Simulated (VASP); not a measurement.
Level of theory: PBE GGA, VASP's PBE PAW potentials (set 64) (plane waves; VASP).

Input for VASP

### POSCAR
```
IrSe2
1
    4.9961030000     0.0000000000     0.0000000000
    0.0000000000     6.0977050000     0.0000000000
    0.0000000000     0.0000000000     3.8065970000
Ir Se
2 4
Direct
  0.0000000000   0.0000000000   0.0000000000
  0.5000000000   0.5000000000   0.5000000000
  0.2004000000   0.3787000000   0.0000000000
  0.7004000000   0.1213000000   0.5000000000
  0.2996000000   0.8787000000   0.5000000000
  0.7996000000   0.6213000000   0.0000000000
```

### INCAR
```
SYSTEM = IrSe2
PREC = Accurate
ENCUT = 300
EDIFF = 1E-6
NELM = 100
ALGO = Normal
LREAL = .FALSE.
LASPH = .TRUE.
ISMEAR = -1
SIGMA = 0.136
GGA = PE
LMAXMIX = 6
LWAVE = .FALSE.
LCHARG = .FALSE.
ISIF = 2
```

### KPOINTS
```
kpoints
0
Gamma
 3 2 3
0 0 0
```

POTCAR, in this order: Ir Se (PBE.64 set). Program: vasp_std.

The run wrote:

**OSZICAR**
```
       N       E                     dE             d eps       ncg     rms          rms(c)
DAV:   1     0.243035426896E+03    0.24304E+03   -0.13370E+04   408   0.961E+02
DAV:   2    -0.117880254855E+02   -0.25482E+03   -0.24948E+03   454   0.315E+02
DAV:   3    -0.328318166060E+02   -0.21044E+02   -0.20338E+02   535   0.812E+01
DAV:   4    -0.335563561203E+02   -0.72454E+00   -0.71449E+00   512   0.162E+01
DAV:   5    -0.335843611781E+02   -0.28005E-01   -0.27815E-01   565   0.247E+00    0.197E+01
DAV:   6    -0.332039396504E+02    0.38042E+00   -0.44587E+00   612   0.179E+01    0.102E+01
DAV:   7    -0.330835848123E+02    0.12035E+00   -0.25687E+00   621   0.139E+01    0.609E+00
DAV:   8    -0.329369509155E+02    0.14663E+00   -0.55384E-01   596   0.719E+00    0.418E-01
DAV:   9    -0.329381077346E+02   -0.11568E-02   -0.32414E-02   567   0.971E-01    0.217E-01
DAV:  10    -0.329379101265E+02    0.19761E-03   -0.32450E-03   534   0.475E-01    0.621E-02
DAV:  11    -0.329379771866E+02   -0.67060E-04   -0.22656E-04   557   0.111E-01    0.228E-02
DAV:  12    -0.329379877329E+02   -0.10546E-04   -0.49443E-05   549   0.515E-02    0.928E-03
DAV:  13    -0.329379896906E+02   -0.19577E-05   -0.58200E-06   486   0.190E-02    0.385E-03
DAV:  14    -0.329379895365E+02    0.15410E-06   -0.12522E-06   332   0.768E-03
   1 F= -.32937990E+02 E0= -.32791645E+02  d E =-.292689E+00
```

File OUTCAR:
```
------------------------ aborting loop because EDIFF is reached ----------------------------------------
  FORCE on cell =-STRESS in cart. coord.  units (eV):
  Direction    XX          YY          ZZ          XY          YZ          ZX
  --------------------------------------------------------------------------------------
  Total        3.8948512      1.6661267      1.5997790      0.0000000      0.0000000      0.0000000
  in kB       53.8104674     23.0188660     22.1022192      0.0000000      0.0000000      0.0000000
  external PRESSURE =      32.9771842 kB  Pullay stress =       0.0000000 kB
  volume of cell :      115.97
      direct lattice vectors                 reciprocal lattice vectors
     4.996103000  0.000000000  0.000000000     0.200156002  0.000000000  0.000000000
     0.000000000  6.097705000  0.000000000     0.000000000  0.163996126  0.000000000
     0.000000000  0.000000000  3.806597000     0.000000000  0.000000000  0.262701831
 POSITION                                       TOTAL-FORCE (eV/Angst)
 -----------------------------------------------------------------------------------
      0.00000      0.00000      0.00000        -0.000000      0.000000      0.000000
      2.49805      3.04885      1.90330        -0.000000      0.000000      0.000000
      1.00122      2.30920      0.00000         1.189840     -0.497691      0.000000
      3.49927      0.73965      1.90330         1.189840      0.497691      0.000000
      1.49683      5.35805      1.90330        -1.189840     -0.497691     -0.000000
      3.99488      3.78850      0.00000        -1.189840      0.497691     -0.000000
 -----------------------------------------------------------------------------------
    total drift:                                0.000000      0.000000      0.000000
  FREE ENERGIE OF THE ION-ELECTRON SYSTEM (eV)
  ---------------------------------------------------
  free  energy   TOTEN  =       -32.9379895365 eV

  energy  without entropy=      -32.6453003800  energy(sigma->0) =      -32.79164496
```
(Selected blocks of OUTCAR.)

At this cut-off the stress carries a Pulay error, which pulls relaxed volumes low.

The structure was generated: IrSe2 was put into an ordered model structure, which need not be its known phase. The cell was not relaxed at this level. The k-mesh is coarse (spacing up to 0.55 per Å, 2π included), so the numbers may not be converged in it.
